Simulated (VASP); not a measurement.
Data:

```xyz
2
Lattice="2.8919 0.0000 0.0000 0.0000 2.8919 0.0000 0.0000 0.0000 2.8919" Properties=species:S:1:pos:R:3 pbc="T T T"
Al     1.4460     1.4460     1.4460
Ni     0.0000     0.0000     0.0000
```

Calculation: AM05 GGA, VASP's PBE PAW potentials (set 64) (plane waves; VASP). Settings: 520 eV cut-off, 13×13×13 Γ-centred mesh, first-order Methfessel-Paxton smearing of 0.10 eV, potentials Al Ni.

Question: Give the stress tensor in GPa (positive for a compressed cell).

Answer: 
```
-5.14   0.00   0.00
 0.00  -5.14   0.00
 0.00   0.00  -5.14
```
The pressure is its mean diagonal, -5.14 GPa.

The compound is NiAl in the CsCl type structure. This cell is one point of a volume scan, at 1.03 of the reference volume. The run is not spin-polarised, so no magnetic state was tried. The electron count is odd and the run is not spin-polarised, which forces a metal.
